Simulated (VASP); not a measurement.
# Driving VASP from ASE on Al2Pt, part 4 of 4

Do ASE scripts that read Al2Pt from different structure formats give one answer, and do several routes find one equilibrium volume? All runs use r2SCAN. Left out of this account: at least 1 further run (self-consistent run: a reference on another mesh). The start is a cell from a database of measured crystal structures.

VASP 6.6.1; r2SCAN; plane waves and PAW (Al, Pt).

So far. Step 4 (Relaxing cell and atoms (r2SCAN, through ASE)): It ends with forces that vanish by symmetry and a pressure of 0.04 GPa. Step 5 (Energy against volume, from ASE (r2SCAN)): The fit over cells of fixed shape and fractional positions puts the volume +0.05 % from the relaxed one.

The database entry behind the starting cell differs from later determinations by our own check (0.1 to 0.3 % short, probably kX units), so it need not match the best structure at ambient conditions.

**6. Relaxation driven by ASE (r2SCAN)**

Here ASE drives the relaxation and calls VASP for forces and stress at each step.

File run.py:

```python
import numpy as np
from ase.calculators.vasp import Vasp
from ase import Atoms
from ase.optimize import BFGS
from ase.filters import FrechetCellFilter

atoms = Atoms(['Al', 'Al', 'Pt'],
              cell=[[0.0, 2.955, 2.955], [2.955, 0.0, 2.955], [2.955, 2.955, 0.0]],
              scaled_positions=[[0.25, 0.25, 0.25], [0.75, 0.75, 0.75], [0.0, 0.0, 0.0]],
              pbc=True)

calc = Vasp(
    xc='r2scan',
    pp='PBE',
    prec='Accurate',
    encut=400,
    ediff=1e-06,
    nelm=100,
    ismear=-1,
    sigma=0.05,
    lreal=False,
    algo='Normal',
    lasph=True,
    nbands=14,
    lorbit=11,
    lwave=False,
    lcharg=False,
    kpar=4,
    isif=2,
    pp_version='64',
    setups={'Al': '', 'Pt': ''},
    kpts=(9, 9, 9),
    gamma=True,
    txt='vasp.out',
)
atoms.calc = calc

BFGS(FrechetCellFilter(atoms)).run(fmax=0.02, steps=30)
print("cell (A, degrees):", np.round(atoms.cell.cellpar(), 4))
print("volume (A^3):", round(atoms.get_volume(), 4))
print("energy (eV):", round(atoms.get_potential_energy(), 6))
print("Fermi level (eV):", round(calc.get_fermi_level(), 4))
print("forces (eV/A):")
print(np.round(atoms.get_forces(), 4))
print("stress (GPa, Voigt, tension positive):", np.round(atoms.get_stress() * 160.21766, 3))
```

The projector-augmented-wave data sets are Al and Pt (PBE family, release 64).

Command:

```bash
export ASE_VASP_COMMAND="mpirun -np 4 vasp_std"
python run.py
```

Output:

```text
Step     Time          Energy          fmax
BFGS:    0 --:--:--      -67.921462        0.081291
BFGS:    1 --:--:--      -67.921693        0.063692
BFGS:    2 --:--:--      -67.922054        0.000519
cell (A, degrees): [ 4.1715  4.1715  4.1715 60.     60.     60.    ]
volume (A^3): 51.3302
energy (eV): -67.918734
Fermi level (eV): 7.9389
forces (eV/A):
[[ 0.  0. -0.]
 [-0. -0.  0.]
 [ 0. -0.  0.]]
stress (GPa, Voigt, tension positive): [-0.005 -0.005 -0.005 -0.    -0.    -0.   ]
```

Run time: 36 s. Hardware: 4 MPI ranks of Intel Xeon 6975P-C (Granite Rapids), shared host; peak memory 0.64 GiB.

The INCAR that ASE wrote:

```
ENCUT = 400.000000
SIGMA = 0.050000
EDIFF = 1.00e-06
ALGO = Normal
METAGGA = R2SCAN
PREC = Accurate
ISIF = 2
ISMEAR = -1
KPAR = 4
LORBIT = 11
NBANDS = 14
NELM = 100
LASPH = .TRUE.
LCHARG = .FALSE.
LWAVE = .FALSE.
LREAL = .FALSE.
```

ASE turned this into the KPOINTS:

```
KPOINTS created by Atomic Simulation Environment
0
Gamma
9 9 9
0 0 0
```

vasp.out (the last of its runs):

```text
[... set-up lines as in an earlier step ...]
 entering main loop
       N       E                     dE             d eps       ncg     rms          rms(c)
DAV:   1    -0.162109239031E+02   -0.16211E+02   -0.58324E+03  1036   0.802E+02
DAV:   2    -0.706074294691E+02   -0.54397E+02   -0.48903E+02  1188   0.157E+02
DAV:   3    -0.718668865722E+02   -0.12595E+01   -0.12536E+01  1280   0.228E+01
DAV:   4    -0.718769686216E+02   -0.10082E-01   -0.10081E-01  1124   0.244E+00
DAV:   5    -0.718771623805E+02   -0.19376E-03   -0.19376E-03  1284   0.351E-01    0.956E+00
DAV:   6    -0.680080232801E+02    0.38691E+01   -0.29877E+00  1094   0.167E+01    0.364E+00
DAV:   7    -0.679259262253E+02    0.82097E-01   -0.23768E-01  1106   0.478E+00    0.213E+00
DAV:   8    -0.679232999371E+02    0.26263E-02   -0.35891E-02  1052   0.145E+00    0.442E-01
DAV:   9    -0.679220700282E+02    0.12299E-02   -0.13171E-02  1190   0.117E+00    0.215E-01
DAV:  10    -0.679220627690E+02    0.72592E-05   -0.58261E-04  1118   0.221E-01    0.780E-02
DAV:  11    -0.679220522860E+02    0.10483E-04   -0.98272E-05  1244   0.746E-02    0.122E-02
DAV:  12    -0.679220568175E+02   -0.45314E-05   -0.17028E-06  1062   0.123E-02    0.591E-03
DAV:  13    -0.679220539933E+02    0.28242E-05   -0.51294E-07   664   0.696E-03    0.103E-03
DAV:  14    -0.679220541304E+02   -0.13719E-06   -0.42245E-08   586   0.166E-03
   1 F= -.67922054E+02 E0= -.67918734E+02  d E =-.663973E-02
```

From OUTCAR (step 6):

```text
   ENCUT  =  400.0 eV  29.40 Ry    5.42 a.u.   6.80  6.80  6.80*2*pi/ulx,y,z

   NELECT =      16.0000    total number of electrons

 E-fermi :   7.9389

 k-point     1 :       0.0000    0.0000    0.0000
  band No.  band energies     occupation
    ...
      2       2.5050      2.00000
      3       2.5050      2.00000
      4       2.5050      2.00000
      5       3.9271      2.00000
      6       3.9271      2.00000
      7      11.5722      0.00000
      8      11.8342      0.00000
      9      11.8342      0.00000
     10      11.8342      0.00000
     11      13.6700      0.00000
    ...

  Total        0.0015578      0.0015578      0.0015578      0.0000000      0.0000000      0.0000000
  in kB        0.0486250      0.0486250      0.0486250      0.0000000      0.0000000      0.0000000
  external PRESSURE =       0.0486250 kB  Pullay stress =       0.0000000 kB

 POSITION                                       TOTAL-FORCE (eV/Angst)
 -----------------------------------------------------------------------------------
      1.47486      1.47486      1.47486         0.000000      0.000000     -0.000000
      4.42458      4.42458      4.42458        -0.000000     -0.000000      0.000000
      0.00000      0.00000      0.00000         0.000000     -0.000000      0.000000
 -----------------------------------------------------------------------------------
    total drift:                               -0.000000     -0.000000      0.000000

  FREE ENERGIE OF THE ION-ELECTRON SYSTEM (eV)
  ---------------------------------------------------
  free  energy   TOTEN  =       -67.9220541304 eV

  energy  without entropy=      -67.9154144011  energy(sigma->0) =      -67.91873427

[... 4 parts as in an earlier step ...]

[... 12 further parts left out ...]
```

This step gave:

| Item | Value |
| --- | --- |
| optimizer steps | 2 |
| volume after bfgs | 17.11 Å³/atom |

**7. Side by side**

| run | atoms | mesh | energy (eV/atom) | pressure (GPa) |
| --- | --- | --- | --- | --- |
| ASE, structure read from a POSCAR | 3 | 9×9×9 | -22.63938 | -0.757 |
| ASE, structure read from a CIF with its space group | 12 | 4×4×4 | -22.62983 | -0.628 |

**8. Self-consistent run (r2SCAN, through ASE) with a changed input**

A single point gives energy, forces and stress at these settings. Some settings are moved from the usual, to see what they do.

run.py: that of step 6 with these lines changed.

```diff
@@ -3,4 +3,3 @@
 from ase import Atoms
-from ase.optimize import BFGS
-from ase.filters import FrechetCellFilter
+from ase.dft.bandgap import bandgap
 
@@ -14,3 +13,3 @@
     pp='PBE',
-    prec='Accurate',
+    prec='Single',
     encut=400,
@@ -18,4 +17,4 @@
     nelm=100,
-    ismear=-1,
-    sigma=0.05,
+    ismear=1,
+    sigma=0.2,
     lreal=False,
@@ -37,5 +36,2 @@
 
-BFGS(FrechetCellFilter(atoms)).run(fmax=0.02, steps=30)
-print("cell (A, degrees):", np.round(atoms.cell.cellpar(), 4))
-print("volume (A^3):", round(atoms.get_volume(), 4))
 print("energy (eV):", round(atoms.get_potential_energy(), 6))
@@ -45 +41,3 @@
 print("stress (GPa, Voigt, tension positive):", np.round(atoms.get_stress() * 160.21766, 3))
+gap, p1, p2 = bandgap(calc, direct=False)
+print("gap on the mesh (eV):", round(gap, 4))
```

Output:

```text
energy (eV): -67.919012
Fermi level (eV): 7.8888
forces (eV/A):
[[-0. -0. -0.]
 [ 0.  0.  0.]
 [-0. -0.  0.]]
stress (GPa, Voigt, tension positive): [ 0.799  0.799  0.799  0.    -0.    -0.   ]
gap on the mesh (eV): 0.0
```

It took 11 s on 4 MPI ranks; peak memory 0.48 GiB.

ASE turned this into the INCAR:

```
ENCUT = 400.000000
SIGMA = 0.200000
EDIFF = 1.00e-06
ALGO = Normal
METAGGA = R2SCAN
PREC = Single
ISIF = 2
ISMEAR = 1
KPAR = 4
LORBIT = 11
NBANDS = 14
NELM = 100
LASPH = .TRUE.
LCHARG = .FALSE.
LWAVE = .FALSE.
LREAL = .FALSE.
```

ASE turned this into the KPOINTS:

```
KPOINTS created by Atomic Simulation Environment
0
Gamma
9 9 9
0 0 0
```

VASP's own log, vasp.out:

```text
[... set-up lines as in an earlier step ...]
 entering main loop
       N       E                     dE             d eps       ncg     rms          rms(c)
DAV:   1    -0.159317034232E+02   -0.15932E+02   -0.60498E+03  1036   0.811E+02
DAV:   2    -0.706276057794E+02   -0.54696E+02   -0.49095E+02  1174   0.157E+02
DAV:   3    -0.718646778017E+02   -0.12371E+01   -0.12288E+01  1274   0.225E+01
DAV:   4    -0.718744106238E+02   -0.97328E-02   -0.97320E-02  1112   0.240E+00
DAV:   5    -0.718745926805E+02   -0.18206E-03   -0.18205E-03  1310   0.340E-01    0.948E+00
DAV:   6    -0.680034667491E+02    0.38711E+01   -0.29929E+00  1088   0.167E+01    0.362E+00
DAV:   7    -0.679216807840E+02    0.81786E-01   -0.23831E-01  1082   0.478E+00    0.212E+00
DAV:   8    -0.679192483219E+02    0.24325E-02   -0.36061E-02  1064   0.145E+00    0.442E-01
DAV:   9    -0.679180213742E+02    0.12269E-02   -0.13145E-02  1256   0.117E+00    0.215E-01
DAV:  10    -0.679180194796E+02    0.18946E-05   -0.57951E-04  1070   0.219E-01    0.775E-02
DAV:  11    -0.679180094142E+02    0.10065E-04   -0.98243E-05  1286   0.744E-02    0.120E-02
DAV:  12    -0.679180137999E+02   -0.43857E-05   -0.17227E-06  1032   0.123E-02    0.569E-03
DAV:  13    -0.679180110148E+02    0.27852E-05   -0.49037E-07   700   0.679E-03    0.101E-03
DAV:  14    -0.679180111502E+02   -0.13546E-06   -0.40724E-08   544   0.163E-03
   1 F= -.67918011E+02 E0= -.67919012E+02  d E =0.300288E-02
```

OUTCAR, selected parts (step 8):

```text
   NELECT =      16.0000    total number of electrons

 E-fermi :   7.8888

 k-point     1 :       0.0000    0.0000    0.0000
  band No.  band energies     occupation
    ...
      2       2.4700      2.00000
      3       2.4700      2.00000
      4       2.4700      2.00000
      5       3.8858      2.00000
      6       3.8858      2.00000
      7      11.4638     -0.00000
      8      11.7652     -0.00000
      9      11.7652     -0.00000
     10      11.7652     -0.00000
     11      13.5744      0.00000
    ...

  Total       -0.2573388     -0.2573388     -0.2573388      0.0000000      0.0000000      0.0000000
  in kB       -7.9893862     -7.9893862     -7.9893862      0.0000000      0.0000000      0.0000000
  external PRESSURE =      -7.9893862 kB  Pullay stress =       0.0000000 kB

 POSITION                                       TOTAL-FORCE (eV/Angst)
 -----------------------------------------------------------------------------------
      1.47750      1.47750      1.47750        -0.000000     -0.000000     -0.000000
      4.43250      4.43250      4.43250         0.000000      0.000000      0.000000
      0.00000      0.00000      0.00000        -0.000000     -0.000000      0.000000
 -----------------------------------------------------------------------------------
    total drift:                               -0.000000     -0.000000      0.000000

  FREE ENERGIE OF THE ION-ELECTRON SYSTEM (eV)
  ---------------------------------------------------
  free  energy   TOTEN  =       -67.9180111502 eV

  energy  without entropy=      -67.9210140270  energy(sigma->0) =      -67.91901211

[... 7 parts as in an earlier step ...]

[... 10 further parts left out ...]
```

The run converged, and its energy and pressure stay near those of the sound run.

Against the sound run on this cell (total energy, forces and stress (r2SCAN, through ASE)) the energy at zero smearing moves by -0.3 meV an atom and the pressure by -0.04 GPa.

Settings moved from the usual: ISMEAR = 1, SIGMA = 0.2 and PREC = Single.

PREC = Single changes the FFT grids.

**9. Outcome**

```json
{
  "energy, ASE, structure read from a POSCAR": "-22.63938 eV/atom",
  "energy, ASE, structure read from a CIF with its space group": "-22.62983 eV/atom",
  "volume from VASP's own relaxation": "17.11 Å³/atom",
  "volume from the fit of the ASE volume loop": "17.11 Å³/atom",
  "volume from BFGS in ASE": "17.11 Å³/atom"
}
```

What this shows: With the structure read from a CIF with its space group, ASE's run differs from the first script by +9.6 meV an atom, on the larger cell and its own mesh. The routes to the equilibrium volume agree within 0.05 %. A relaxation follows the stress, which carries a basis-set error, while a volume loop fits energies; every loop stops at a tolerance; VASP's relaxation keeps the plane waves of its start, while ASE starts VASP afresh at each cell, and a loop at fixed shape can't relax anything but the volume.

[Lines on the potential files, build, host, timing and source positions are cut from VASP's logs without a mark.]

[Logs are printed without paths, hosts, clocks, repeated set-up lines and the standing remarks that a program may print on its own settings, such as how far it seeks lower states.]

[Hosts, paths, dates, database ids (printed as entryN), source tags and the programs' standing remarks are cut or masked in the printed files.]

[A measured line is paired with the nearest computed mode of its activity, which favours agreement.]

[In band tables of VASP the shares of atoms and orbitals are scaled to a sum of 1 inside the atoms' spheres.]
